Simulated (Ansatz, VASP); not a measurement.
# TiAl3: VASP beside Ansatz, part 2 of 2

Aim: how closely do two programs agree when they are given the same cell, functional and k mesh? The cell is taken from a series of runs on this material, whose earlier steps may have relaxed, scaled, displaced or heated it; both programs get it as it stands.

VASP 6.6.1 and Ansatz 0.2.0.

So far: Starting point; VASP: zone-centre phonons, LDA.

## 2. VASP: zone-centre phonons, LDA (continued)

Level of this step: LDA; plane waves and PAW (Al, Ti_sv) (VASP).

Numbers of over 12 decimals in the logs are rounded to 6 here.

Parts of OUTCAR (step 2):

```text
ion  position               nearest neighbor table
   1  0.500  0.500  0.000-   4 2.65   4 2.65   4 2.65   4 2.65   3 2.82   2 2.82   3 2.82   2 2.82
                             3 2.82   3 2.82   2 2.82   2 2.82
   2  0.750  0.250  0.500-   3 2.65   3 2.65   3 2.65   3 2.65   4 2.82   1 2.82   4 2.82   4 2.82
                             1 2.82   1 2.82   4 2.82   1 2.82
   3  0.250  0.750  0.500-   2 2.65   2 2.65   2 2.65   2 2.65   4 2.82   1 2.82   4 2.82   1 2.82
                             4 2.82   4 2.82   1 2.82   1 2.82
   4  0.000  0.000  0.000-   1 2.65   1 2.65   1 2.65   1 2.65   3 2.82   2 2.82   3 2.82   3 2.82
                             2 2.82   2 2.82   3 2.82   2 2.82

  LATTYP: Found a body centered tetragonal cell.
 ALAT       =     3.7535031904
 C/A-ratio  =     2.2445702204

 Subroutine GETGRP returns: Found 16 space group operations
 (whereof 16 operations were pure point group operations)

The static configuration has the point symmetry D_4h.

 Found    349 irreducible k-points:

   k-points           NKPTS =    349   k-points in BZ     NKDIM =    349   number of bands    NBANDS=     16

   dimension x,y,z NGX =    36 NGY =   36 NGZ =   36
   dimension x,y,z NGXF=    72 NGYF=   72 NGZF=   72

   ENCUT  =  500.0 eV  36.75 Ry    6.06 a.u.   9.08  9.08  9.08*2*pi/ulx,y,z

   NELECT =      21.0000    total number of electrons

 k-points in reciprocal lattice and weights: Automatic mesh
   0.00000000  0.00000000  0.00000000       0.000
   0.06250000  0.00000000 -0.00000000       0.002
   0.12500000  0.00000000 -0.00000000       0.002
   0.18750000  0.00000000 -0.00000000       0.002
   0.25000000  0.00000000 -0.00000000       0.002
   0.31250000  0.00000000  0.00000000       0.002
   0.37500000  0.00000000 -0.00000000       0.002
   0.43750000  0.00000000  0.00000000       0.002
   0.50000000  0.00000000 -0.00000000       0.001
[...]
-0.43750000 -0.43750000  0.43750000       0.000
   0.50000000  0.50000000  0.50000000       0.000

 average (electrostatic) potential at core
       1 -69.2050       2 -69.1058       3 -69.1058       4 -71.5248

  Total        0.9612171      0.9612171      0.9615495      0.0000000     -0.0000000      0.0000000
  in kB       25.9488738     25.9488738     25.9578464      0.0000000     -0.0000000      0.0000000
  external PRESSURE =      25.9518647 kB  Pullay stress =       0.0000000 kB

  energy-cutoff  :      500.00
  volume of cell :       59.35
      direct lattice vectors                 reciprocal lattice vectors
    -1.876751595  1.876751595  4.212500742     0.000000000  0.266417783  0.118694341
     1.876751595 -1.876751595  4.212500742     0.266417783  0.000000000  0.118694341
     1.876751595  1.876751595 -4.212500742     0.266417783  0.266417783  0.000000000

 POSITION                                       TOTAL-FORCE (eV/Angst)
 -----------------------------------------------------------------------------------
      0.00000      0.00000      4.21250        -0.000000     -0.000000     -0.000000
      0.00000      1.87675      2.10625         0.000000     -0.000000     -0.000000
      1.87675      0.00000      2.10625        -0.000000      0.000000      0.000000
      0.00000      0.00000      0.00000        -0.000000     -0.000000     -0.000000
 -----------------------------------------------------------------------------------
    total drift:                               -0.000000      0.000000      0.000000

 Eigenvectors and eigenvalues of the dynamical matrix
 ----------------------------------------------------

   1 f  =   10.990092 THz    69.052784 2PiTHz  366.590004 cm-1    45.451347 meV
             X         Y         Z           dx          dy          dz
      0.000000  0.000000  4.212501    -0.798315    0.028079    0.000000
      0.000000  1.876752  2.106250    -0.001334    0.000047   -0.000000
      1.876752  0.000000  2.106250    -0.001334    0.000047    0.000000
      0.000000  0.000000  0.000000     0.601210   -0.021147    0.000000

   2 f  =   10.990092 THz    69.052784 2PiTHz  366.590004 cm-1    45.451347 meV
             X         Y         Z           dx          dy          dz
      0.000000  0.000000  4.212501    -0.028079   -0.798315    0.000000
      0.000000  1.876752  2.106250    -0.000047   -0.001334   -0.000000
      1.876752  0.000000  2.106250    -0.000047   -0.001334    0.000000
      0.000000  0.000000  0.000000     0.021147    0.601210    0.000000

   3 f  =   10.815344 THz    67.954813 2PiTHz  360.761059 cm-1    44.728651 meV
             X         Y         Z           dx          dy          dz
      0.000000  0.000000  4.212501    -0.000000   -0.000000    0.000000
      0.000000  1.876752  2.106250    -0.044393   -0.705712    0.000000
      1.876752  0.000000  2.106250     0.044393    0.705712   -0.000000
      0.000000  0.000000  0.000000     0.000000    0.000000    0.000000

   4 f  =   10.815344 THz    67.954813 2PiTHz  360.761059 cm-1    44.728651 meV
             X         Y         Z           dx          dy          dz
      0.000000  0.000000  4.212501    -0.000000    0.000000   -0.000000
      0.000000  1.876752  2.106250    -0.705712    0.044393   -0.000000
      1.876752  0.000000  2.106250     0.705712   -0.044393    0.000000
      0.000000  0.000000  0.000000     0.000000   -0.000000   -0.000000

   5 f  =   10.385710 THz    65.255339 2PiTHz  346.429986 cm-1    42.951825 meV
             X         Y         Z           dx          dy          dz
      0.000000  0.000000  4.212501    -0.000000   -0.000000   -0.385148
      0.000000  1.876752  2.106250    -0.000000   -0.000000    0.539025
      1.876752  0.000000  2.106250    -0.000000   -0.000000    0.539025
      0.000000  0.000000  0.000000    -0.000000    0.000000   -0.520159

   6 f  =    8.084921 THz    50.799056 2PiTHz  269.683932 cm-1    33.436531 meV
             X         Y         Z           dx          dy          dz
      0.000000  0.000000  4.212501    -0.000000    0.000000    0.000000
      0.000000  1.876752  2.106250     0.000000   -0.000000   -0.707107
      1.876752  0.000000  2.106250     0.000000    0.000000    0.707107
      0.000000  0.000000  0.000000    -0.000000    0.000000    0.000000

   7 f  =    7.140218 THz    44.863315 2PiTHz  238.172048 cm-1    29.529557 meV
             X         Y         Z           dx          dy          dz
      0.000000  0.000000  4.212501     0.049475    0.387461    0.000000
      0.000000  1.876752  2.106250    -0.068262   -0.534587    0.000000
      1.876752  0.000000  2.106250    -0.068262   -0.534587   -0.000000
      0.000000  0.000000  0.000000     0.065393    0.512117   -0.000000

   8 f  =    7.140218 THz    44.863315 2PiTHz  238.172048 cm-1    29.529557 meV
             X         Y         Z           dx          dy          dz
      0.000000  0.000000  4.212501     0.387461   -0.049475    0.000000
      0.000000  1.876752  2.106250    -0.534587    0.068262   -0.000000
      1.876752  0.000000  2.106250    -0.534587    0.068262    0.000000
      0.000000  0.000000  0.000000     0.512117   -0.065393   -0.000000

   9 f  =    6.386556 THz    40.127913 2PiTHz  213.032568 cm-1    26.412660 meV
             X         Y         Z           dx          dy          dz
      0.000000  0.000000  4.212501     0.000000    0.000000   -0.801183
      0.000000  1.876752  2.106250    -0.000000   -0.000000    0.002499
      1.876752  0.000000  2.106250    -0.000000   -0.000000    0.002499
      0.000000  0.000000  0.000000     0.000000    0.000000    0.598409

  10 f/i=    0.001695 THz     0.010648 2PiTHz    0.056530 cm-1     0.007009 meV
             X         Y         Z           dx          dy          dz
      0.000000  0.000000  4.212501     0.112731   -0.443421   -0.000000
      0.000000  1.876752  2.106250     0.112792   -0.443659   -0.000000
      1.876752  0.000000  2.106250     0.112792   -0.443659   -0.000000
      0.000000  0.000000  0.000000     0.150190   -0.590764   -0.000000

  11 f/i=    0.001695 THz     0.010648 2PiTHz    0.056530 cm-1     0.007009 meV
             X         Y         Z           dx          dy          dz
      0.000000  0.000000  4.212501    -0.443421   -0.112731   -0.000000
      0.000000  1.876752  2.106250    -0.443659   -0.112792   -0.000000
      1.876752  0.000000  2.106250    -0.443659   -0.112792   -0.000000
      0.000000  0.000000  0.000000    -0.590764   -0.150190   -0.000000

  12 f/i=    0.002856 THz     0.017944 2PiTHz    0.095260 cm-1     0.011811 meV
             X         Y         Z           dx          dy          dz
      0.000000  0.000000  4.212501    -0.000000   -0.000000    0.458003
      0.000000  1.876752  2.106250    -0.000000   -0.000000    0.457653
      1.876752  0.000000  2.106250    -0.000000   -0.000000    0.457653
      0.000000  0.000000  0.000000    -0.000000   -0.000000    0.609377

 ELASTIC MODULI CONTR FROM IONIC RELAXATION (kBar)
 Direction    XX          YY          ZZ          XY          YZ          ZX
 --------------------------------------------------------------------------------
 XX          -4.2552      4.2552      0.0000      0.0000     -0.0000      0.0000
 YY           4.2552     -4.2552      0.0000      0.0000      0.0000     -0.0000
 ZZ           0.0000      0.0000      0.0000      0.0000      0.0000      0.0000
 XY           0.0000      0.0000      0.0000      0.0000      0.0000      0.0000
 YZ          -0.0000      0.0000      0.0000      0.0000    -13.0754      0.0000
 ZX           0.0000     -0.0000      0.0000      0.0000      0.0000    -15.4264
 --------------------------------------------------------------------------------
```

## 3. Ansatz: zone-centre phonons, LDA

Ansatz runs on its PAW soft_1 files.

The same cell, functional (in two slightly different forms), mesh and smearing now go to Ansatz, which takes its cutoff from its data sets.

input.yaml reads:

```yaml
crystal:
  lattice:
    - [-1.8767515952, 1.8767515952, 4.2125007417]
    - [1.8767515952, -1.8767515952, 4.2125007417]
    - [1.8767515952, 1.8767515952, -4.2125007417]
  atoms:
    - { symbol: Al, position: [0.5, 0.5, 0.0] }
    - { symbol: Al, position: [0.75, 0.25, 0.5] }
    - { symbol: Al, position: [0.25, 0.75, 0.5] }
    - { symbol: Ti, position: [0.0, 0.0, 0.0] }
kpoints:
  mp_grid: { grid: [16, 16, 16] }
hamiltonian:
  xc: lda
  pseudopotentials: { kind: paw, azcp: { folder: soft_1 }, xc_functional: pbe }
scf:
  occupations: { method: methfessel_paxton, width: 0.2 }
output:
  eigenvalues: true
phonons:
  method: dfpt
```

Started as:

```sh
ansatz run input.yaml --threads 4 --pin off --max-ram 16384MiB --backend cpu --events-out ev --progress --plain --runs-dir out
```

What it wrote:

```text
zone centre: on kpoints.mp_grid the ground state, and the responses unless they are solved on pairs of k-points, stand on 621 of the mesh's 4096 k-points, reduced under 4 symmetry operations, with k and −k counted as one. Each operation leaves every solved displacement unchanged or reverses it
Engine: ansatz 0.2.0, x86_64-unknown-linux-gnu
Pseudopotentials: kind: paw
Pseudopotential: Al, paw, valence charge 3, recommended cutoff 420 eV (normal), soft_1/Al.paw.azcp
Pseudopotential: Ti, paw, valence charge 12, recommended cutoff 420 eV (normal), soft_1/Ti.paw.azcp
Functional definition: SPW92
  exchange = slater_x
  correlation = pw_c
Crystal: 4 atoms, lattice volume = 59.349 Å³
Basis set: ecut = 420 eV, 1179 PW (Γ), exchange–correlation on 72×72×72 points (8 copies of the dense FFT grid, shifted against one another)
Bands: 15, of which v1, the nominal top of the filled ones, is band 11 counted from 1 (10 counted from 0)
Symmetry: 16 space group operations
k-points: 621 of 4096 (irreducible under 4 space group operations, time reversal used)
Non-local potential: Al, projectors of the file, l = 0: 2, l = 1: 2, l = 2: 1
Non-local potential: Ti, projectors of the file, l = 0: 3, l = 1: 2, l = 2: 3, l = 3: 1
PAW form: soft (Blöchl's): semilocal exchange-correlation on the pseudo side does not see the compensation charge
PAW frozen core: Al, regenerated for the run's functional, and the local potential with it (the file was generated under x = pbe(κ = 0.804, μ = 0.219515), c = pbe(β = 0.066725))
PAW frozen core: Ti, regenerated for the run's functional, and the local potential with it (the file was generated under x = pbe(κ = 0.804, μ = 0.219515), c = pbe(β = 0.066725))
PAW one-centre angular grid: Al, 110 points (default); XC on 64 Gauss nodes
PAW one-centre angular grid: Ti, 590 points (default); XC on 64 Gauss nodes
Initial density: superposition of atomic densities (chi_scale 0.1, normalization cell, long waves kept (reshape's long-wave potential 0.00 eV rms))
Initial wavefunctions: pseudopotential atomic-orbital guess
Functional: x = slater, c = lda
SCF iter   1: F=—  HF=-3990.996926 eV  |F-HF|=—  |Δ(HF+E_count)|=         —  Δρ=2.93e-2  dr2=6.46e-1  ethr=3.10e-3  ⟨swp⟩=5.1  Hψ=47822  notcnv=0
preconditioner: auto → Kerker (q_TF=auto, 2.295 Å⁻¹)  [metal: Δε(μ)=0.025 eV  Ē_g=5.733 eV  σ=0.200 eV  W_gap=0.10  n_scr=10 (ndim 8)  ℏωp=17.4 eV  f_vac=0.000  D(μ)=1.60/eV (n_scr^D=10)]
SCF iter   2: F=—  HF=-3990.755114 eV  |F-HF|=—  |Δ(HF+E_count)|=   2.42e-1  S|Δr|=    0.00e0  Δρ=1.85e-2  dr2=2.89e-1  ethr=3.08e-3  ⟨swp⟩=2.0  Hψ=16053  notcnv=0
SCF iter   3: F=—  HF=-3990.603552 eV  |F-HF|=—  |Δ(HF+E_count)|=   1.52e-1  S|Δr|=    0.00e0  Δρ=2.04e-3  dr2=2.19e-3  ethr=1.37e-3  ⟨swp⟩=2.6  Hψ=15033  notcnv=0
SCF iter   4: F=—  HF=-3990.602561 eV  |F-HF|=—  |Δ(HF+E_count)|=   9.91e-4  S|Δr|=    0.00e0  Δρ=5.67e-4  dr2=1.43e-4  ethr=1.04e-5  ⟨swp⟩=2.8  Hψ=15449  notcnv=0
SCF iter   5: F=—  HF=-3990.602498 eV  |F-HF|=—  |Δ(HF+E_count)|=   6.25e-5  S|Δr|=    0.00e0  Δρ=9.81e-5  dr2=7.82e-6  ethr=6.79e-7  ⟨swp⟩=2.0  Hψ=13034  notcnv=0
SCF iter   6: F=—  HF=-3990.602495 eV  |F-HF|=—  |Δ(HF+E_count)|=   3.28e-6  S|Δr|=    0.00e0  Δρ=1.50e-5  dr2=1.19e-7  ethr=3.73e-8  ⟨swp⟩=2.1  Hψ=11329  notcnv=0
SCF iter   7: F=—  HF=-3990.602495 eV  |F-HF|=—  |Δ(HF+E_count)|=   3.63e-7  S|Δr|=    0.00e0  Δρ=2.57e-6  dr2=3.35e-9  ethr=5.64e-10  ⟨swp⟩=2.7  Hψ=14991  notcnv=0
SCF iter   8: F=—  HF=-3990.602495 eV  |F-HF|=—  |Δ(HF+E_count)|=  9.31e-10  S|Δr|=    0.00e0  Δρ=6.20e-7  dr2=1.99e-10  ethr=1.59e-11  ⟨swp⟩=2.9  Hψ=16208  notcnv=0
SCF iter   9: F=-3990.602495 eV  HF=-3990.602495 eV  |F-HF|=2.73e-12  |Δ(HF+E_count)|=  4.73e-11  S|Δr|=    0.00e0  Δρ=1.05e-7  dr2=4.66e-12  ethr=1.00e-12  ⟨swp⟩=3.3  Hψ=38501  notcnv=0
the search or the solves at the SCF's close seem to have found levels that the self-consistency loop had missed (the run counts 2). By its estimate they hold under 1e-12 electrons; where the run keeps them, the occupations were computed again with them
SCF 1 converged in 9 iterations: F = -3990.602495 eV  dr2 = 4.66e-12
  greatest PAW one-centre occupation: 0.998 electrons in one spin orbital (limit 2), on the Ti atom at site 3 (counted from 0), in its partial waves of l = 0
DFPT response loops at Γ: preconditioner auto → Kerker (q_TF=auto, 2.295 Å⁻¹) (partly filled bands, converged f_vac=0.000); β = 1.00, the filter's whole step (`scf.mixing.beta` (0.50) is not read by the response loops under this deck's `scf.mixing.preconditioner`; to damp them name `kerker` or `kerker_dos`, under which they read `scf.mixing.beta`, and type it under 1.00, their step now; both keys bind the ground state too); Broyden in place of MSR1
SCF converged after 9 iterations
Stability not checked: this state was not tested for a lower state beside it, because cold or Methfessel-Paxton smearing, or corrected tetrahedra, fill the levels in a way that the test cannot read (fill_not_monotonic; see scf.lower_state_search)
Free energy (F): -3990.602495 eV
Harris-Foulkes:  -3990.602495 eV  (|F-HF|=2.73e-12)
Internal energy: -3990.603455 eV  (E = F + TS)
E sigma→0 (E₀):  -3990.602735 eV
Entropy (-TS):   0.000960 eV (0.240 meV/atom)
Fermi energy:    10.031797 eV
Step filling:    the computed levels leave a gap of 0.0000 eV = 0.0 smearing widths at the electron count; against every level under it full and every level over it empty, smearing changes F+E_penalty+E_count by +0.350 meV and its σ→0 estimate by +0.110 meV
--- Per-component energies (eV) ---
  E_band       = -139.908724
  E_kinetic    = 354.954742
  E_local      = -1227.482996  (includes V_loc(G=0)·N_el)
  E_nonlocal   = 99.378822
  E_hartree    = 529.005393
  E_xc         = -230.370816
  E_vxc        = -237.345617  (∫ρ·V_xc dr)
  E_paw        = -2330.795884  (= ΣΔE_a)
  E_vpaw       = -187.424386  (= ΣTr[D̂ρ^β])
  E_aug_tail   = -0.000100  (compensation charges beyond the density's cutoff)
  E_ewald      = -1185.785716
  E_core_change = 0.493100  (= ΣΔE_core)
  E_smearing   = 0.000960  (= −TS)
  E_closure    = 0.000000  (closes the sum)
  Σ components = -3990.602495   (vs F -3990.602495, Δ=0.00e0)
--- Band table (eV; the first three rows and the last of 621) ---
  k-point 0: bands = [... 7 lower, 8.5189, 8.7676, 8.7676, 10.9148, 11.9381, 11.9381, 12.3481, 12.7865]
  k-point 1: bands = [... 7 lower, 8.4389, 8.5166, 8.7852, 10.5302, 12.0245, 12.0609, 12.2084, 13.0139]
  k-point 2: bands = [... 7 lower, 7.9468, 8.2403, 8.8154, 9.7450, 12.0375, 12.2119, 12.2222, 13.3338]
  k-point 620: bands = [... 7 lower, 9.1792, 9.1792, 9.7804, 10.7518, 10.7518, 11.0457, 13.2221, 15.1880]
--- Phonons (Γ-DFPT): 6 representative perturbations + reference, on 621 of 4096 k-points (Σ response iterations 18) ---
  k mesh reduced under 4 symmetry operations, with k and −k counted as one. Each operation leaves every solved displacement unchanged or reverses it
  ASR residual: 4.910e-5 → 0.000e0 eV/Å²; symmetrization residual: 3.696e-6 eV/Å²
  ASR residual per site (eV/Å²): 2.15e-5 1.00e-5 1.00e-5 4.91e-5
  Γ frequencies (cm⁻¹): 0.00 0.00 0.00 212.66 237.76 237.76 269.22 345.42 359.59 359.59 366.14 366.14
  non-analytic LO–TO correction: not included (Born effective charges unavailable; polar crystals: no LO–TO splitting at Γ)
```

## 4. Side by side

Known differences besides the potentials themselves: the cutoff is 420 eV in Ansatz and 500 eV in VASP; VASP's log shows a relativistic correction to its local exchange, Ansatz's none. Total energies have different zeros and are not compared.

Both answers:

| quantity | Ansatz | VASP | difference |
| --- | --- | --- | --- |
| optical mode 1 (cm⁻¹) | 212.7 | 213.0 | -0.17 % |
| optical mode 2 to 3 (cm⁻¹) | 237.8 | 238.2 | -0.17 % |
| optical mode 4 (cm⁻¹) | 269.2 | 269.7 | -0.17 % |
| optical mode 5 (cm⁻¹) | 345.4 | 346.4 | -0.29 % |
| optical mode 6 to 7 (cm⁻¹) | 359.6 | 360.8 | -0.32 % |
| optical mode 8 to 9 (cm⁻¹) | 366.1 | 366.6 | -0.12 % |

Modes are paired by rising frequency, not by their patterns, so a pair may set unlike modes beside each other; they are those without the splitting of longitudinal modes.

## 5. Summary of results

| Item | Value |
| --- | --- |
| r.m.s. difference of the optical zone-centre modes, each program's sorted by frequency (zone-centre phonons, LDA) | 0.73 cm⁻¹ |

**Reading.** The r.m.s. difference of the optical zone-centre modes, each program's sorted by frequency is 0.73 cm⁻¹ (zone-centre phonons, LDA). Such differences can come from data sets, numerical settings and the points named under the comparisons, not from the functional's error against experiment.

[Lines on the potential files, build, host, timing and source positions are cut from VASP's logs without a mark.]

[Logs are printed without paths, hosts, clocks, repeated set-up lines and the standing remarks that a program may print on its own settings, such as how far it seeks lower states.]

[Hosts, paths, dates, database ids (printed as entryN), source tags and the programs' standing remarks are cut or masked in the printed files.]
